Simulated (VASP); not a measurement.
# A VASP study of YB6 (LDA): structure first, properties next, part 5 of 6

Aim: relax YB6, then compute properties on the relaxed cell. The start is a computed cell from the Materials Project.

VASP 6.6.1; LDA; plane waves and PAW (Y_sv, B).

Still holding for the runs below: This run has no spin polarisation. Its electron count is odd, so without a moment it is a metal by construction.

So far. Step 6 (Density of states (LDA)): The finer mesh and the other smearing move the Fermi level by -0.02 eV from the 6×6×6 run, a small shift, which tests the Fermi level alone. Of the states within 0.3 eV of the Fermi level, the largest shares in the PAW spheres are Y d 33 % and B p 23 %. The rest lies in smaller channels or between the spheres. Step 7 (Zone-centre phonons (LDA)): The three acoustic modes lie within 0.3 cm⁻¹ of zero, and all others are real.

### Step 8. Volume scan with LDA, volume scale 0.94

An equation of state needs energies on both sides of the minimum, all on one mesh and cutoff.

File INCAR:

```
SYSTEM = YB6
PREC = Accurate
ENCUT = 420
EDIFF = 1E-06
NELM = 100
ISMEAR = 0
SIGMA = 0.05
LREAL = .FALSE.
ALGO = Normal
GGA = CA
NBANDS = 21
LASPH = .TRUE.
LORBIT = 11
LWAVE = .FALSE.
LCHARG = .FALSE.
KPAR = 4
ISIF = 2
```

File POSCAR:

```
YB6
1.0
    3.9607403569      0.0000000000      0.0000000000
    0.0000000000      3.9607403569      0.0000000000
    0.0000000000      0.0000000000      3.9607403569
Y B
1 6
Direct
    0.0000000000      0.0000000000      0.0000000000
    0.8009732135      0.5000000000      0.5000000000
    0.1990267865      0.5000000000      0.5000000000
    0.5000000000      0.5000000000      0.8009732135
    0.5000000000      0.5000000000      0.1990267865
    0.5000000000      0.1990267865      0.5000000000
    0.5000000000      0.8009732135      0.5000000000
```

File KPOINTS:

```
Automatic mesh
0
Gamma
6 6 6
0 0 0
```

Potentials, in the order of the species: Y_sv and B (LDA family, release 64).

Run with:

```console
> mpirun -np 4 vasp_std
```

Log:

```text
[... set-up lines as in an earlier step ...]
 entering main loop
       N       E                     dE             d eps       ncg     rms          rms(c)
DAV:   1     0.704743592818E+02    0.70474E+02   -0.12570E+04   840   0.110E+03
DAV:   2    -0.609381184837E+02   -0.13141E+03   -0.12667E+03  1116   0.244E+02
DAV:   3    -0.649732364031E+02   -0.40351E+01   -0.40132E+01  1211   0.381E+01
DAV:   4    -0.650564741956E+02   -0.83238E-01   -0.83119E-01  1169   0.465E+00
DAV:   5    -0.650579085357E+02   -0.14343E-02   -0.14342E-02  1189   0.554E-01    0.171E+01
DAV:   6    -0.554875793943E+02    0.95703E+01   -0.15255E+01  1087   0.228E+01    0.152E+01
DAV:   7    -0.544808687201E+02    0.10067E+01   -0.76993E+00  1157   0.132E+01    0.142E+01
DAV:   8    -0.548206773846E+02   -0.33981E+00   -0.30279E+00   986   0.943E+00    0.340E+00
DAV:   9    -0.544553316425E+02    0.36535E+00   -0.14106E+00  1002   0.611E+00    0.328E-01
DAV:  10    -0.544581453957E+02   -0.28138E-02   -0.67156E-02  1084   0.148E+00    0.958E-01
DAV:  11    -0.544582875232E+02   -0.14213E-03   -0.16721E-03  1102   0.228E-01    0.458E-01
DAV:  12    -0.544580631044E+02    0.22442E-03   -0.70813E-04  1045   0.149E-01    0.179E-01
DAV:  13    -0.544580440238E+02    0.19081E-04   -0.95322E-05  1096   0.594E-02    0.443E-02
DAV:  14    -0.544580439691E+02    0.54736E-07   -0.28843E-06  1021   0.108E-02
   1 F= -.54458044E+02 E0= -.54457413E+02  d E =-.126252E-02
```

It took 6.8 s on 4 MPI ranks of Intel Xeon 6975P-C (Granite Rapids), shared host; peak memory 0.6 GiB; 23 s of CPU time.

From OUTCAR (step 8):

```text
   ENCUT  =  420.0 eV  30.87 Ry    5.56 a.u.   6.62  6.62  6.62*2*pi/ulx,y,z

   NELECT =      29.0000    total number of electrons

 E-fermi :   7.3400

 k-point     1 :       0.0000    0.0000    0.0000
  band No.  band energies     occupation
    ...
     10       0.0998      2.00000
     11       0.0998      2.00000
     12       5.1593      2.00000
     13       5.1593      2.00000
     14       5.1593      2.00000
     15       8.4292      0.00000
     16       8.4292      0.00000
     17       8.4292      0.00000
     18       8.4571      0.00000
     19       8.4571      0.00000
    ...

  Total        5.0400592      5.0400592      5.0400592      0.0000000      0.0000000     -0.0000000
  in kB      129.9622134    129.9622134    129.9622134      0.0000000      0.0000000     -0.0000000
  external PRESSURE =     129.9622134 kB  Pullay stress =       0.0000000 kB

 POSITION                                       TOTAL-FORCE (eV/Angst)
 -----------------------------------------------------------------------------------
      0.00000      0.00000      0.00000        -0.000000      0.000000      0.000000
      3.17245      1.98037      1.98037         0.261434     -0.000000      0.000000
      0.78829      1.98037      1.98037        -0.261434      0.000000      0.000000
      1.98037      1.98037      3.17245        -0.000000     -0.000000      0.261434
      1.98037      1.98037      0.78829         0.000000     -0.000000     -0.261434
      1.98037      0.78829      1.98037        -0.000000     -0.261434     -0.000000
      1.98037      3.17245      1.98037        -0.000000      0.261434     -0.000000
 -----------------------------------------------------------------------------------
    total drift:                                0.000000     -0.000000     -0.000000

  FREE ENERGIE OF THE ION-ELECTRON SYSTEM (eV)
  ---------------------------------------------------
  free  energy   TOTEN  =       -54.4580439691 eV

  energy  without entropy=      -54.4567814536  energy(sigma->0) =      -54.45741271

[... 4 parts as in an earlier step ...]

[... 12 further parts left out ...]
```

The scan keeps the cell's shape and the fractional positions fixed.

This step gave:

* SCF cycles: 14
* irreducible k-points: 20
* free energy (TOTEN): -54.4580 eV
* energy at zero smearing: -54.4574 eV
* Fermi energy: 7.34 eV
* pressure: 13.00 GPa

Force by atom:

```tsv
atom	x (eV/Å)	y (eV/Å)	z (eV/Å)	size
Y1	0.000	0.000	0.000	0.000
B2	0.261	0.000	0.000	0.261
B3	-0.261	0.000	0.000	0.261
B4	0.000	0.000	0.261	0.261
B5	0.000	0.000	-0.261	0.261
B6	0.000	-0.261	0.000	0.261
B7	0.000	0.261	0.000	0.261
```

The pressure here is 13.00 GPa.

### Step 9. Volume scan with LDA, volume scale 0.96

INCAR is that of step 8.

Edit POSCAR of step 8 so:

```diff
@@ -2,5 +2,5 @@
 1.0
-    3.9607403569      0.0000000000      0.0000000000
-    0.0000000000      3.9607403569      0.0000000000
-    0.0000000000      0.0000000000      3.9607403569
+    3.9886338137      0.0000000000      0.0000000000
+    0.0000000000      3.9886338137      0.0000000000
+    0.0000000000      0.0000000000      3.9886338137
 Y B
```

KPOINTS is that of step 8.

Run with:

```console
> mpirun -np 4 vasp_std
```

Log:

```text
[... set-up lines as in an earlier step ...]
 entering main loop
       N       E                     dE             d eps       ncg     rms          rms(c)
DAV:   1     0.687200165965E+02    0.68720E+02   -0.12624E+04   840   0.110E+03
DAV:   2    -0.604500654953E+02   -0.12917E+03   -0.12519E+03  1081   0.244E+02
DAV:   3    -0.647876765215E+02   -0.43376E+01   -0.43008E+01  1259   0.383E+01
DAV:   4    -0.648609547805E+02   -0.73278E-01   -0.73172E-01  1179   0.447E+00
DAV:   5    -0.648623466978E+02   -0.13919E-02   -0.13918E-02  1167   0.528E-01    0.166E+01
DAV:   6    -0.555475865527E+02    0.93148E+01   -0.14723E+01  1077   0.227E+01    0.147E+01
DAV:   7    -0.545772955557E+02    0.97029E+00   -0.76064E+00  1152   0.130E+01    0.139E+01
DAV:   8    -0.549187432765E+02   -0.34145E+00   -0.31100E+00  1001   0.938E+00    0.317E+00
DAV:   9    -0.545392431822E+02    0.37950E+00   -0.14071E+00  1012   0.605E+00    0.360E-01
DAV:  10    -0.545457953210E+02   -0.65521E-02   -0.94272E-02  1084   0.149E+00    0.911E-01
DAV:  11    -0.545459738095E+02   -0.17849E-03   -0.18216E-03  1089   0.222E-01    0.464E-01
DAV:  12    -0.545457087277E+02    0.26508E-03   -0.65280E-04  1081   0.144E-01    0.203E-01
DAV:  13    -0.545456835874E+02    0.25140E-04   -0.12956E-04  1062   0.686E-02    0.343E-02
DAV:  14    -0.545456841421E+02   -0.55467E-06   -0.65706E-06  1072   0.150E-02
   1 F= -.54545684E+02 E0= -.54545054E+02  d E =-.125943E-02
```

Elapsed: 6.6 s, on 4 MPI ranks; peak memory 0.59 GiB.

From OUTCAR (step 9):

```text
   ENCUT  =  420.0 eV  30.87 Ry    5.56 a.u.   6.67  6.67  6.67*2*pi/ulx,y,z

   NELECT =      29.0000    total number of electrons

 E-fermi :   7.1655

 k-point     1 :       0.0000    0.0000    0.0000
  band No.  band energies     occupation
    ...
     10      -0.0186      2.00000
     11      -0.0186      2.00000
     12       5.0224      2.00000
     13       5.0224      2.00000
     14       5.0224      2.00000
     15       8.2467      0.00000
     16       8.2467      0.00000
     17       8.2561      0.00000
     18       8.2561      0.00000
     19       8.2561      0.00000
    ...

  Total        3.2668458      3.2668458      3.2668458      0.0000000      0.0000000     -0.0000000
  in kB       82.4834315     82.4834315     82.4834315      0.0000000      0.0000000     -0.0000000
  external PRESSURE =      82.4834315 kB  Pullay stress =       0.0000000 kB

 POSITION                                       TOTAL-FORCE (eV/Angst)
 -----------------------------------------------------------------------------------
      0.00000      0.00000      0.00000        -0.000000      0.000000     -0.000000
      3.19479      1.99432      1.99432         0.168765     -0.000000     -0.000000
      0.79384      1.99432      1.99432        -0.168765      0.000000      0.000000
      1.99432      1.99432      3.19479         0.000000      0.000000      0.168765
      1.99432      1.99432      0.79384        -0.000000     -0.000000     -0.168765
      1.99432      0.79384      1.99432         0.000000     -0.168765      0.000000
      1.99432      3.19479      1.99432        -0.000000      0.168765      0.000000
 -----------------------------------------------------------------------------------
    total drift:                               -0.000000     -0.000000     -0.000000

  FREE ENERGIE OF THE ION-ELECTRON SYSTEM (eV)
  ---------------------------------------------------
  free  energy   TOTEN  =       -54.5456841421 eV

  energy  without entropy=      -54.5444247079  energy(sigma->0) =      -54.54505442

[... 4 parts as in an earlier step ...]

[... 12 further parts left out ...]
```

Numbers from this step:

```
free energy (TOTEN)     : -54.5457 eV
energy at zero smearing : -54.5451 eV
Fermi energy            : 7.165 eV
pressure                : 8.248 GPa
```

Force by atom:

```tsv
atom	x (eV/Å)	y (eV/Å)	z (eV/Å)	size
Y1	0.000	0.000	0.000	0.000
B2	0.169	0.000	0.000	0.169
B3	-0.169	0.000	0.000	0.169
B4	0.000	0.000	0.169	0.169
B5	0.000	0.000	-0.169	0.169
B6	0.000	-0.169	0.000	0.169
B7	0.000	0.169	0.000	0.169
```

The pressure falls from 13.00 to 8.25 GPa.

The run ends at a pressure of 8.25 GPa, with forces up to 0.17 eV/Å.

### Step 10. Volume scan with LDA, volume scale 0.98

INCAR is that of step 9.

Edit POSCAR of step 9 so:

```diff
@@ -2,5 +2,5 @@
 1.0
-    3.9886338137      0.0000000000      0.0000000000
-    0.0000000000      3.9886338137      0.0000000000
-    0.0000000000      0.0000000000      3.9886338137
+    4.0161425023      0.0000000000      0.0000000000
+    0.0000000000      4.0161425023      0.0000000000
+    0.0000000000      0.0000000000      4.0161425023
 Y B
```

KPOINTS is that of step 9.

Run with:

```console
> mpirun -np 4 vasp_std
```

Log:

```text
[... set-up lines as in an earlier step ...]
 entering main loop
       N       E                     dE             d eps       ncg     rms          rms(c)
DAV:   1     0.747720757989E+02    0.74772E+02   -0.12802E+04   840   0.110E+03
DAV:   2    -0.601869665198E+02   -0.13496E+03   -0.13102E+03  1086   0.243E+02
DAV:   3    -0.645794748785E+02   -0.43925E+01   -0.43357E+01  1312   0.390E+01
DAV:   4    -0.646435349802E+02   -0.64060E-01   -0.63960E-01  1168   0.403E+00
[...]
DAV:  12    -0.545959841302E+02    0.27794E-03   -0.81599E-04  1035   0.154E-01    0.187E-01
DAV:  13    -0.545959599691E+02    0.24161E-04   -0.12080E-04  1072   0.648E-02    0.453E-02
DAV:  14    -0.545959605497E+02   -0.58057E-06   -0.45089E-06  1037   0.128E-02
   1 F= -.54595961E+02 E0= -.54595331E+02  d E =-.125823E-02
```

Elapsed: 6 s, on 4 MPI ranks; peak memory 0.6 GiB.

From OUTCAR (step 10):

```text
  Total        1.5880561      1.5880561      1.5880561     -0.0000000      0.0000000     -0.0000000
  in kB       39.2779745     39.2779745     39.2779745     -0.0000000      0.0000000     -0.0000000
  external PRESSURE =      39.2779745 kB  Pullay stress =       0.0000000 kB

 POSITION                                       TOTAL-FORCE (eV/Angst)
 -----------------------------------------------------------------------------------
      0.00000      0.00000      0.00000        -0.000000     -0.000000      0.000000
      3.21682      2.00807      2.00807         0.082625     -0.000000      0.000000
      0.79932      2.00807      2.00807        -0.082625     -0.000000     -0.000000
      2.00807      2.00807      3.21682        -0.000000     -0.000000      0.082625
      2.00807      2.00807      0.79932        -0.000000     -0.000000     -0.082625
      2.00807      0.79932      2.00807        -0.000000     -0.082625     -0.000000
      2.00807      3.21682      2.00807        -0.000000      0.082625      0.000000
 -----------------------------------------------------------------------------------
    total drift:                               -0.000000     -0.000000     -0.000000

  FREE ENERGIE OF THE ION-ELECTRON SYSTEM (eV)
  ---------------------------------------------------
  free  energy   TOTEN  =       -54.5959605497 eV

  energy  without entropy=      -54.5947023168  energy(sigma->0) =      -54.59533143

[... 1 part as in an earlier step ...]

[... 2 further parts left out ...]
[key lines of the parts left out:]
E-fermi :   6.9966
```

The pressure falls from 8.25 to 3.93 GPa.

The run ends at a pressure of 3.93 GPa, with forces up to 0.083 eV/Å.

### Step 11. Volume scan with LDA, volume scale 1

INCAR is that of step 10.

Edit POSCAR of step 10 so:

```diff
@@ -2,5 +2,5 @@
 1.0
-    4.0161425023      0.0000000000      0.0000000000
-    0.0000000000      4.0161425023      0.0000000000
-    0.0000000000      0.0000000000      4.0161425023
+    4.0432794235      0.0000000000      0.0000000000
+    0.0000000000      4.0432794235      0.0000000000
+    0.0000000000      0.0000000000      4.0432794235
 Y B
```

KPOINTS is that of step 10.

Run with:

```console
> mpirun -np 4 vasp_std
```

Log:

```text
[... set-up lines as in an earlier step ...]
 entering main loop
       N       E                     dE             d eps       ncg     rms          rms(c)
[... 16 cycles as in an earlier step ...]
   1 F= -.54612143E+02 E0= -.54611513E+02  d E =-.125871E-02
```

The job ended after 5.8 s (4 MPI ranks; peak memory 0.6 GiB).

From OUTCAR (step 11):

```text
[... 6 parts as in an earlier step ...]

[... 1 further part left out ...]
[key lines of the parts left out:]
E-fermi :   6.8331
```

The pressure falls from 3.93 to -0.04 GPa.

The run ends at a pressure of -0.04 GPa, with forces up to 6.4e-4 eV/Å.

### Step 12. Volume scan with LDA, volume scale 1.02

INCAR is that of step 11.

Edit POSCAR of step 11 so:

```diff
@@ -2,5 +2,5 @@
 1.0
-    4.0432794235      0.0000000000      0.0000000000
-    0.0000000000      4.0432794235      0.0000000000
-    0.0000000000      0.0000000000      4.0432794235
+    4.0700568888      0.0000000000      0.0000000000
+    0.0000000000      4.0700568888      0.0000000000
+    0.0000000000      0.0000000000      4.0700568888
 Y B
```

KPOINTS is that of step 11.

Run with:

```console
> mpirun -np 4 vasp_std
```

Log:

```text
[... set-up lines as in an earlier step ...]
 entering main loop
       N       E                     dE             d eps       ncg     rms          rms(c)
DAV:   1     0.671776168383E+02    0.67178E+02   -0.12313E+04   840   0.109E+03
DAV:   2    -0.595768433814E+02   -0.12675E+03   -0.12191E+03  1085   0.238E+02
DAV:   3    -0.640854032444E+02   -0.45086E+01   -0.44750E+01  1259   0.395E+01
DAV:   4    -0.641522808413E+02   -0.66878E-01   -0.66752E-01  1174   0.414E+00
[...]
DAV:  12    -0.545971853865E+02    0.31915E-03   -0.78181E-04  1078   0.149E-01    0.211E-01
DAV:  13    -0.545971482819E+02    0.37105E-04   -0.16965E-04   995   0.746E-02    0.497E-02
DAV:  14    -0.545971491850E+02   -0.90315E-06   -0.90153E-06  1107   0.170E-02
   1 F= -.54597149E+02 E0= -.54596519E+02  d E =-.126104E-02
```

Elapsed: 7 s, on 4 MPI ranks; peak memory 0.58 GiB; 24 s of CPU time.

Parts of OUTCAR (step 12):

```text
  Total       -1.5252380     -1.5252380     -1.5252380     -0.0000000     -0.0000000     -0.0000000
  in kB      -36.2448882    -36.2448882    -36.2448882     -0.0000000     -0.0000000     -0.0000000
  external PRESSURE =     -36.2448882 kB  Pullay stress =       0.0000000 kB

 POSITION                                       TOTAL-FORCE (eV/Angst)
 -----------------------------------------------------------------------------------
      0.00000      0.00000      0.00000         0.000000      0.000000      0.000000
      3.26001      2.03503      2.03503        -0.074810      0.000000     -0.000000
      0.81005      2.03503      2.03503         0.074810     -0.000000     -0.000000
      2.03503      2.03503      3.26001         0.000000      0.000000     -0.074810
      2.03503      2.03503      0.81005        -0.000000     -0.000000      0.074810
      2.03503      0.81005      2.03503        -0.000000      0.074810     -0.000000
      2.03503      3.26001      2.03503         0.000000     -0.074810      0.000000
 -----------------------------------------------------------------------------------
    total drift:                                0.000000     -0.000000     -0.000000

  FREE ENERGIE OF THE ION-ELECTRON SYSTEM (eV)
  ---------------------------------------------------
  free  energy   TOTEN  =       -54.5971491850 eV

  energy  without entropy=      -54.5958881421  energy(sigma->0) =      -54.59651866

[... 1 part as in an earlier step ...]

[... 2 further parts left out ...]
[key lines of the parts left out:]
E-fermi :   6.6744
```

The pressure falls from -0.04 to -3.62 GPa.

The run ends at a pressure of -3.62 GPa, with forces up to 0.075 eV/Å.

### Step 13. Volume scan with LDA, volume scale 1.04

INCAR is that of step 12.

Edit POSCAR of step 12 so:

```diff
@@ -2,5 +2,5 @@
 1.0
-    4.0700568888      0.0000000000      0.0000000000
-    0.0000000000      4.0700568888      0.0000000000
-    0.0000000000      0.0000000000      4.0700568888
+    4.0964865702      0.0000000000      0.0000000000
+    0.0000000000      4.0964865702      0.0000000000
+    0.0000000000      0.0000000000      4.0964865702
 Y B
```

KPOINTS is that of step 12.

Run with:

```console
> mpirun -np 4 vasp_std
```

Log:

```text
[... set-up lines as in an earlier step ...]
 entering main loop
       N       E                     dE             d eps       ncg     rms          rms(c)
DAV:   1     0.672601306710E+02    0.67260E+02   -0.12382E+04   840   0.109E+03
DAV:   2    -0.596752113412E+02   -0.12694E+03   -0.12284E+03  1110   0.236E+02
DAV:   3    -0.638162902871E+02   -0.41411E+01   -0.41107E+01  1299   0.374E+01
DAV:   4    -0.638813466601E+02   -0.65056E-01   -0.64640E-01  1150   0.402E+00
[...]
DAV:  12    -0.545537514346E+02    0.24254E-03   -0.74814E-04  1081   0.145E-01    0.155E-01
DAV:  13    -0.545537318283E+02    0.19606E-04   -0.11013E-04  1093   0.603E-02    0.362E-02
DAV:  14    -0.545537323323E+02   -0.50398E-06   -0.40808E-06  1002   0.115E-02
   1 F= -.54553732E+02 E0= -.54553100E+02  d E =-.126546E-02
```

Wall time 6.8 s (4 MPI ranks); peak memory 0.6 GiB.

Parts of OUTCAR (step 13):

```text
  Total       -2.9683050     -2.9683050     -2.9683050      0.0000000     -0.0000000     -0.0000000
  in kB      -69.1806281    -69.1806281    -69.1806281      0.0000000     -0.0000000     -0.0000000
  external PRESSURE =     -69.1806281 kB  Pullay stress =       0.0000000 kB

 POSITION                                       TOTAL-FORCE (eV/Angst)
 -----------------------------------------------------------------------------------
      0.00000      0.00000      0.00000         0.000000     -0.000000     -0.000000
      3.28118      2.04824      2.04824        -0.147098     -0.000000     -0.000000
      0.81531      2.04824      2.04824         0.147098     -0.000000     -0.000000
      2.04824      2.04824      3.28118         0.000000     -0.000000     -0.147098
      2.04824      2.04824      0.81531        -0.000000     -0.000000      0.147098
      2.04824      0.81531      2.04824        -0.000000      0.147098     -0.000000
      2.04824      3.28118      2.04824         0.000000     -0.147098     -0.000000
 -----------------------------------------------------------------------------------
    total drift:                               -0.000000     -0.000000     -0.000000

  FREE ENERGIE OF THE ION-ELECTRON SYSTEM (eV)
  ---------------------------------------------------
  free  energy   TOTEN  =       -54.5537323323 eV

  energy  without entropy=      -54.5524668756  energy(sigma->0) =      -54.55309960

[... 1 part as in an earlier step ...]

[... 2 further parts left out ...]
[key lines of the parts left out:]
E-fermi :   6.5207
```

The pressure falls from -3.62 to -6.92 GPa.

The run ends at a pressure of -6.92 GPa, with forces up to 0.15 eV/Å.

(Continued in part 6 of 6.)

[Lines on the potential files, build, host, timing and source positions are cut from VASP's logs without a mark.]

[Logs are printed without paths, hosts, clocks, repeated set-up lines and the standing remarks that a program may print on its own settings, such as how far it seeks lower states.]

[Hosts, paths, dates, database ids (printed as entryN), source tags and the programs' standing remarks are cut or masked in the printed files.]

[A measured line is paired with the nearest computed mode of its activity, which favours agreement.]
